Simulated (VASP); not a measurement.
Consider the following.

```xyz
2
Lattice="0.0000 2.6024 2.6024 2.6024 0.0000 2.6024 2.6024 2.6024 0.0000" Properties=species:S:1:pos:R:3 pbc="T T T"
Sr     0.0000     0.0000     0.0000
O      2.6024     2.6024     2.6024
```

Method: HSEsol screened hybrid, VASP's PBE PAW potentials (set 64) (plane waves; VASP). Settings: 520 eV cut-off, 6×6×6 Γ-centred mesh, Gaussian smearing of 0.050 eV, potentials Sr_sv O.

**Question.** Give the stress tensor in GPa (positive for a compressed cell).

**Answer.** 
```
-4.71   0.00   0.00
 0.00  -4.71   0.00
 0.00   0.00  -4.71
```
The pressure is its mean diagonal, -4.71 GPa.

The compound is SrO in the rock salt structure. It was relaxed first. The cell's shape comes from a PBE relaxation.
